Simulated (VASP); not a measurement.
Input for VASP

File KPOINTS:
```
Automatic
0
G
 17 17 9
```

File POSCAR:
```
Tc
2.7521510
  0.5000000266  -0.8660255947   0.0000000000
  0.5000000266   0.8660255947   0.0000000000
  0.0000000000   0.0000000000   1.5977476960
Tc
2
direct
  0.3333330000   0.6666670000   0.2500000000
  0.6666670000   0.3333330000   0.7500000000
```

INCAR:
```
SYSTEM = Tc
PREC = Accurate; ENCUT = 520; LREAL = F
LASPH = T
EDIFF = 1E-7; NELM = 100; ALGO = Normal
LMAXMIX = 4
ISMEAR = -5
GGA = BO; LUSE_VDW = T; AGGAC = 0.0
PARAM1 = 0.1833333333; PARAM2 = 0.22
ISIF = 2
LWAVE = F; LCHARG = T; LORBIT = 11
NEDOS = 601
```

POTCAR, in this order: Tc_pv (PBE.64 set). Program: vasp_std.

Task: Translate this optB88-vdW calculation to Quantum ESPRESSO's pw.x.

Result: One equivalent input (not run):
```
&CONTROL
  calculation = 'scf'
  pseudo_dir = './pseudo'
  outdir = './out'
  tprnfor = .true.
  tstress = .true.
/
&SYSTEM
  ibrav = 0
  nat = 2
  ntyp = 1
  ecutwfc = 84
  occupations = 'tetrahedra'
  input_dft = 'vdw-df-obk8'
/
&ELECTRONS
  conv_thr = 7.3e-09
  electron_maxstep = 100
/
ATOMIC_SPECIES
  Tc 97.907 Tc.upf
CELL_PARAMETERS angstrom
     1.3760756   -2.3834332   -0.0000000
     1.3760756    2.3834332   -0.0000000
     0.0000000    0.0000000    4.3972429
ATOMIC_POSITIONS crystal
  Tc   0.3333330  0.6666670  0.2500000
  Tc   0.6666670  0.3333330  0.7500000
K_POINTS automatic
  17 17 9 0 0 0
```
Limits of the translation: the potentials are each code's own (VASP's PAW set, PseudoDojo norm-conserving files in pw.x), so ENCUT and ecutwfc are chosen apart and not converted; conv_thr bounds pw.x's estimated SCF error, while EDIFF bounds the energy change between steps.

The compound is Tc in the hcp structure. It was relaxed first.
